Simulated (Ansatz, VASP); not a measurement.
# GaCu2PCl2 in two plane-wave programs, part 2 of 2

Aim: how closely do two programs agree when they are given the same cell, functional and k mesh? The cell is generated by rule, not measured, and may not be a known phase. The cell is taken from a series of runs on this material, whose earlier steps may have relaxed, scaled, displaced or heated it; both programs get it as it stands.

VASP 6.6.1 and Ansatz 0.2.0.

So far. Step 2 (VASP: single point, PBEsol, pair 1): The run ends at a pressure of 0.30 GPa, with forces up to 0.053 eV/Å. Step 3 (Ansatz: single point, PBEsol, pair 1): The run ends at a pressure of 0.00 GPa, with forces up to 4.0e-4 eV/Å.

The structure was built from a prototype and need not be the compound's stable phase.

## Step 6: Ansatz: single point, PBEsol, pair 2

Level of this step: Ansatz beside VASP: Kohn-Sham DFT, plane waves, PBEsol (Ansatz).

A single point gives forces, pressure and levels at one fixed geometry, so differences don't come from the geometry; what else differs is listed under the comparison.

The cell is taken from a series of runs on this material, whose earlier steps may have relaxed, scaled, displaced or heated it; both programs get it as it stands.

The input, input.yaml:

```yaml
crystal:
  lattice:
    - [2.7161320519, 2.7161320519, 0.0]
    - [-2.8430426519, 2.8430426519, 0.0]
    - [2.7795873519, -0.0634553, 7.6714223998]
  atoms:
    - { symbol: Cl, position: [0.7449549042, 0.7650962134, 0.5100901916] }
    - { symbol: Cl, position: [0.0885770496, 0.4211635918, 0.8228459009] }
    - { symbol: Cu, position: [0.349192957, 0.6627450477, 0.301614086] }
    - { symbol: Cu, position: [0.6769314997, 0.3321013761, 0.6461370007] }
    - { symbol: Ga, position: [0.9839719718, -0.0187920436, 0.0320560565] }
    - { symbol: P, position: [0.4063716178, 0.106333537, 0.1872567645] }
kpoints:
  mp_grid: { grid: [8, 8, 8] }
hamiltonian:
  xc: pbesol
scf:
  occupations: { method: gaussian, width: 0.01 }
output:
  forces: true
  stress: true
  eigenvalues: true
```

Started as:

```
$ ansatz run input.yaml --threads 8 --pin off --max-ram 14336MiB --backend cpu --events-out ev --progress --plain --runs-dir out
```

Numbers of over 12 decimals in the logs are rounded to 6 here.

The program printed:

```text
[...]
Crystal: 6 atoms, lattice volume = 118.479 Å³
Basis set: ecut = 420 eV, 2341 PW (Γ), exchange–correlation on 54×54×120 points (8 copies of the dense FFT grid, shifted against one another)
Bands: 42, of which v1, the nominal top of the filled ones, is band 35 counted from 1 (34 counted from 0)
Symmetry: 2 space group operations
[...]
k-point 0: bands = [... 31 lower, 6.4440, 6.8779, 7.0212, 7.4573, 7.8368, 9.4409, 10.2863, 10.6193, ... 1 higher]
  k-point 1: bands = [... 31 lower, 6.4589, 6.8550, 6.9261, 7.4318, 8.0020, 9.4471, 10.2143, 10.7154, ... 1 higher]
  k-point 2: bands = [... 31 lower, 6.4984, 6.7792, 6.7911, 7.3698, 8.3277, 9.4656, 10.1035, 10.8948, ... 1 higher]
  k-point 149: bands = [... 31 lower, 5.7587, 5.8828, 6.0943, 6.3066, 8.8772, 9.2753, 11.0551, 11.7913, ... 1 higher]
[key lines of the parts left out:]
SCF converged after 10 iterations
Free energy (F): -19784.205505 eV
Fermi energy:    7.733458 eV
P = ⅓ Tr σ = -0.0051 GPa (-0.051 kbar)
```

The run ends at a pressure of -0.01 GPa, with forces up to 0.19 eV/Å.

## Step 7: VASP: single point, PBEsol, pair 2

The same cell, functional, mesh and smearing now go to VASP, with its own data sets.

The input, INCAR:

```
SYSTEM = GaCu2PCl2
PREC = Accurate
ENCUT = 600
EDIFF = 1E-06
NELM = 120
ISMEAR = 0
SIGMA = 0.01
LREAL = .FALSE.
ALGO = Normal
GGA = PS
NBANDS = 33
LASPH = .TRUE.
LORBIT = 11
LWAVE = .FALSE.
LCHARG = .FALSE.
ISIF = 2
GGA_COMPAT = .FALSE.
EFERMI = MIDGAP
KPAR = 2
```

The input, POSCAR:

```
GaCu2PCl2
1.0
    2.7161320519      2.7161320519      0.0000000000
   -2.8430426519      2.8430426519      0.0000000000
    2.7795873519     -0.0634553000      7.6714223998
Cl Cu Ga P
2 2 1 1
Direct
    0.7449549042      0.7650962134      0.5100901916
    0.0885770496      0.4211635918      0.8228459009
    0.3491929570      0.6627450477      0.3016140860
    0.6769314997      0.3321013761      0.6461370007
    0.9839719718      0.9812079564      0.0320560565
    0.4063716178      0.1063335370      0.1872567645
```

The input, KPOINTS:

```
Automatic mesh
0
Gamma
8 8 8
0 0 0
```

PAW data sets: Cl, Cu, Ga_d and P (PBE family, release 64).

Started as:

```
$ mpirun -np 2 vasp_std
```

The program printed:

```text
[banner, memory and clock lines left out]
running    2 mpi-ranks, on    1 nodes
[...]
[... a notice as in an earlier step ...]

 LDA part: xc-table for (Slater+PW92), standard interpolation
 POSCAR, INCAR and KPOINTS ok, starting setup
[...]
entering main loop
       N       E                     dE             d eps       ncg     rms          rms(c)
DAV:   1     0.531307069560E+03    0.53131E+03   -0.25782E+04  9924   0.245E+03
DAV:   2     0.664987117196E+02   -0.46481E+03   -0.45237E+03 10028   0.535E+02
DAV:   3    -0.200125539378E+02   -0.86511E+02   -0.84661E+02 14541   0.211E+02
DAV:   4    -0.254616174256E+02   -0.54491E+01   -0.54057E+01 14370   0.521E+01
[...]
DAV:  14    -0.235602642932E+02    0.37188E-04   -0.25891E-04 15080   0.333E-01    0.103E-02
DAV:  15    -0.235602701407E+02   -0.58476E-05   -0.44219E-05 15005   0.552E-02    0.958E-03
DAV:  16    -0.235602704148E+02   -0.27405E-06   -0.17303E-06  8990   0.265E-02
   1 F= -.23560270E+02 E0= -.23560270E+02  d E =-.575493E-54
```

From OUTCAR (step 7):

```text
  Total        0.2237923      0.2237923      0.1875541     -0.2969309     -0.0610930      0.0610934
  in kB        3.0263252      3.0263252      2.5362786     -4.0153728     -0.8261560      0.8261612
  external PRESSURE =       2.8629764 kB  Pullay stress =       0.0000000 kB

 POSITION                                       TOTAL-FORCE (eV/Angst)
 -----------------------------------------------------------------------------------
      1.26603      4.16623      3.91312         0.000323     -0.000323      0.014604
      1.33037      1.38576      6.31240         0.020422     -0.020422     -0.054268
     -0.09740      2.81353      2.31381        -0.006088      0.006088      0.002194
      2.69045      2.74181      4.95679        -0.003360      0.003360     -0.018721
     -0.02792      5.46018      0.24592        -0.027365      0.027365      0.219346
      1.32194      1.39419      1.43653         0.016068     -0.016068     -0.163155
 -----------------------------------------------------------------------------------
    total drift:                                0.000706     -0.000453      0.000394

  FREE ENERGIE OF THE ION-ELECTRON SYSTEM (eV)
  ---------------------------------------------------
  free  energy   TOTEN  =       -23.5602704148 eV

  energy  without entropy=      -23.5602704148  energy(sigma->0) =      -23.56027041

[... 1 part as in an earlier step ...]

[... 2 further parts left out ...]
[key lines of the parts left out:]
E-fermi :   4.5741
```

The run ends at a pressure of 0.29 GPa, with forces up to 0.22 eV/Å.

## Step 8: Differences

What differs besides the data sets and the points named for the pairs above, as far as they apply: the data sets hold 70 valence electrons in Ansatz (on its default PAW (the set named soft_2) files) and 54 in VASP. Total energies have different zeros and are not compared.

The two programs side by side:

| quantity | Ansatz | VASP | difference |
| --- | --- | --- | --- |
| pressure (GPa) | -0.01 | 0.29 | -0.29 |
| gap on the k mesh (eV) | 0.207 | 0.215 | -0.007 |

Forces (eV/Å; atoms numbered as in POSCAR):

| atom | Ansatz x, y, z | VASP x, y, z |
| --- | --- | --- |
| Cl1 | 0.000, 0.000, 0.016 | 0.000, 0.000, 0.015 |
| Cl2 | 0.021, -0.021, -0.066 | 0.020, -0.020, -0.054 |
| Cu3 | -0.005, 0.005, -0.009 | -0.006, 0.006, 0.002 |
| Cu4 | -0.003, 0.003, -0.014 | -0.003, 0.003, -0.019 |
| Ga5 | -0.025, 0.025, 0.184 | -0.027, 0.027, 0.219 |
| P6 | 0.013, -0.013, -0.112 | 0.016, -0.016, -0.163 |

The forces differ by 15 meV/Å r.m.s., which is 22.8 % of the r.m.s. force of 0.067 eV/Å (both taken over all components). A gap on the mesh is an upper bound, since the band edges may lie between its points.

## Step 9: VASP: single point, PBEsol, pair 3

A single point gives forces, pressure and levels at one fixed geometry, so differences don't come from the geometry; what else differs is listed under the comparison.

INCAR is that of step 7.

The input, POSCAR:

```
GaCu2PCl2
1.0
    2.7161320519      2.7161320519      0.0000000000
   -2.8430426519      2.8430426519      0.0000000000
    2.7795873519     -0.0634553000      7.6714223998
Cl Cu Ga P
2 2 1 1
Direct
    0.7449549042      0.7708397092      0.5100901916
    0.0885770496      0.4267296725      0.8228459009
    0.3491929570      0.6695667647      0.3016140860
    0.6769314997      0.3372630194      0.6461370007
    0.9839719718      0.9613107725      0.0320560565
    0.4063716178      0.1135936255      0.1872567645
```

KPOINTS is that of step 7.

Started as:

```
$ mpirun -np 2 vasp_std
```

The program printed:

```text
[... set-up lines as in an earlier step ...]
 entering main loop
       N       E                     dE             d eps       ncg     rms          rms(c)
DAV:   1     0.528700870501E+03    0.52870E+03   -0.25606E+04  9941   0.244E+03
DAV:   2     0.653289340789E+02   -0.46337E+03   -0.45096E+03 10062   0.532E+02
DAV:   3    -0.200939258183E+02   -0.85423E+02   -0.83540E+02 14417   0.210E+02
DAV:   4    -0.254558713713E+02   -0.53619E+01   -0.53233E+01 14391   0.519E+01
[...]
DAV:  14    -0.235502294897E+02    0.54040E-05   -0.17383E-04 16055   0.240E-01    0.120E-02
DAV:  15    -0.235502329476E+02   -0.34579E-05   -0.25183E-05 14770   0.591E-02    0.763E-03
DAV:  16    -0.235502331494E+02   -0.20176E-06   -0.10068E-06  8487   0.143E-02
   1 F= -.23550233E+02 E0= -.23550233E+02  d E =-.100855E-71
```

Parts of OUTCAR (step 9):

```text
  Total        0.1942431      0.1942431      0.1941298     -0.5891163     -0.0468805      0.0468810
  in kB        2.6267331      2.6267331      2.6252016     -7.9665713     -0.6339606      0.6339683
  external PRESSURE =       2.6262226 kB  Pullay stress =       0.0000000 kB

 POSITION                                       TOTAL-FORCE (eV/Angst)
 -----------------------------------------------------------------------------------
      1.24971      4.18256      3.91312         0.004183     -0.004183      0.036898
      1.31455      1.40158      6.31240         0.081127     -0.081127     -0.165866
     -0.11679      2.83292      2.31381        -0.013701      0.013701     -0.012876
      2.67578      2.75649      4.95679        -0.006367      0.006367     -0.038876
      0.02865      5.40361      0.24592        -0.121067      0.121067      0.496470
      1.30130      1.41483      1.43653         0.055826     -0.055826     -0.315750
 -----------------------------------------------------------------------------------
    total drift:                                0.000008      0.000210      0.000487

  FREE ENERGIE OF THE ION-ELECTRON SYSTEM (eV)
  ---------------------------------------------------
  free  energy   TOTEN  =       -23.5502331494 eV

  energy  without entropy=      -23.5502331494  energy(sigma->0) =      -23.55023315

[... 2 parts as in an earlier step ...]

[... 1 further part left out ...]
[key lines of the parts left out:]
E-fermi :   4.6045
```

The run ends at a pressure of 0.26 GPa, with forces up to 0.53 eV/Å.

## Step 10: Ansatz: single point, PBEsol, pair 3

The same cell, functional, mesh and smearing now go to Ansatz, which takes its cutoff from its data sets.

The cell is taken from a series of runs on this material, whose earlier steps may have relaxed, scaled, displaced or heated it; both programs get it as it stands.

input.yaml, the sections that differ from step 6:

```yaml
crystal:
  lattice:
    - [2.7161320519, 2.7161320519, 0.0]
    - [-2.8430426519, 2.8430426519, 0.0]
    - [2.7795873519, -0.0634553, 7.6714223998]
  atoms:
    - { symbol: Cl, position: [0.7449549042, 0.7708397092, 0.5100901916] }
    - { symbol: Cl, position: [0.0885770496, 0.4267296725, 0.8228459009] }
    - { symbol: Cu, position: [0.349192957, 0.6695667647, 0.301614086] }
    - { symbol: Cu, position: [0.6769314997, 0.3372630194, 0.6461370007] }
    - { symbol: Ga, position: [0.9839719718, -0.0386892275, 0.0320560565] }
    - { symbol: P, position: [0.4063716178, 0.1135936255, 0.1872567645] }
# kpoints, hamiltonian, scf, output: as in step 6
```

Started as:

```
$ ansatz run input.yaml --threads 8 --pin off --max-ram 14336MiB --backend cpu --events-out ev --progress --plain --runs-dir out
```

The program printed:

```text
[...]
Crystal: 6 atoms, lattice volume = 118.479 Å³
Basis set: ecut = 420 eV, 2341 PW (Γ), exchange–correlation on 54×54×120 points (8 copies of the dense FFT grid, shifted against one another)
Bands: 42, of which v1, the nominal top of the filled ones, is band 35 counted from 1 (34 counted from 0)
Symmetry: 2 space group operations
[...]
k-point 0: bands = [... 31 lower, 6.4375, 6.8836, 7.0033, 7.4521, 7.8800, 9.4999, 10.1568, 10.6122, ... 1 higher]
  k-point 1: bands = [... 31 lower, 6.4498, 6.8593, 6.9128, 7.4273, 8.0419, 9.5026, 10.1010, 10.6985, ... 1 higher]
  k-point 2: bands = [... 31 lower, 6.4832, 6.7690, 6.7911, 7.3700, 8.3657, 9.5122, 10.0099, 10.8733, ... 1 higher]
  k-point 149: bands = [... 31 lower, 5.7543, 5.8709, 6.0806, 6.2997, 8.8403, 9.3537, 11.0350, 11.7642, ... 1 higher]
[key lines of the parts left out:]
SCF converged after 10 iterations
Free energy (F): -19784.195858 eV
Fermi energy:    7.761036 eV
P = ⅓ Tr σ = 0.0085 GPa (0.085 kbar)
```

The run ends at a pressure of 0.01 GPa, with forces up to 0.49 eV/Å.

## Step 11: Differences

What differs besides the data sets and the points named for the pairs above, as far as they apply: the data sets hold 70 valence electrons in Ansatz (on its default PAW (the set named soft_2) files) and 54 in VASP. Total energies have different zeros and are not compared.

Compared:

| quantity | Ansatz | VASP | difference |
| --- | --- | --- | --- |
| pressure (GPa) | 0.01 | 0.26 | -0.25 |
| gap on the k mesh (eV) | 0.238 | 0.249 | -0.011 |

Forces (eV/Å; atoms numbered as in POSCAR):

| atom | Ansatz x, y, z | VASP x, y, z |
| --- | --- | --- |
| Cl1 | 0.004, -0.004, 0.038 | 0.004, -0.004, 0.037 |
| Cl2 | 0.083, -0.083, -0.181 | 0.081, -0.081, -0.166 |
| Cu3 | -0.012, 0.012, -0.023 | -0.014, 0.014, -0.013 |
| Cu4 | -0.006, 0.006, -0.034 | -0.006, 0.006, -0.039 |
| Ga5 | -0.118, 0.118, 0.464 | -0.121, 0.121, 0.496 |
| P6 | 0.050, -0.050, -0.265 | 0.056, -0.056, -0.316 |

The forces differ by 15 meV/Å r.m.s., which is 9.8 % of the r.m.s. force of 0.154 eV/Å (both taken over all components). A gap on the mesh is an upper bound, since the band edges may lie between its points.

## Step 12: What came out

```json
{
 "r.m.s. force difference (single point, PBEsol, pair 1)": "16 meV/Å",
 "r.m.s. force difference (single point, PBEsol, pair 2)": "15 meV/Å",
 "r.m.s. force difference (single point, PBEsol, pair 3)": "15 meV/Å"
}
```

The r.m.s. force difference is 16 meV/Å (single point, PBEsol, pair 1), beyond the 12 meV/Å picked in this series as the mark of a large difference. The data sets hold unlike numbers of valence electrons (70 in Ansatz and 54 in VASP), so part of the differences comes from the potentials. Single point, PBEsol, pair 1, VASP with the data sets Cl, Cu_sv_GW, Ga_d and P and a cutoff of 700 eV: r.m.s. force difference goes from 16 to 9.9 meV/Å; the difference in pressure goes from -0.31 to 0.72 GPa; the difference in gap on the k mesh goes from 0.0024 to 0.0060 eV. What causes the difference of the single point, PBEsol, pair 2 pair stays open here. What causes the difference of the single point, PBEsol, pair 3 pair stays open here. 4 further runs of this series are not shown here. Such differences can come from data sets, numerical settings and the points named under the comparisons, not from the functional's error against experiment.

[Lines on the potential files, build, host, timing and source positions are cut from VASP's logs without a mark.]

[Logs are printed without paths, hosts, clocks, repeated set-up lines and the standing remarks that a program may print on its own settings, such as how far it seeks lower states.]

[Hosts, paths, dates, database ids (printed as entryN), source tags and the programs' standing remarks are cut or masked in the printed files.]
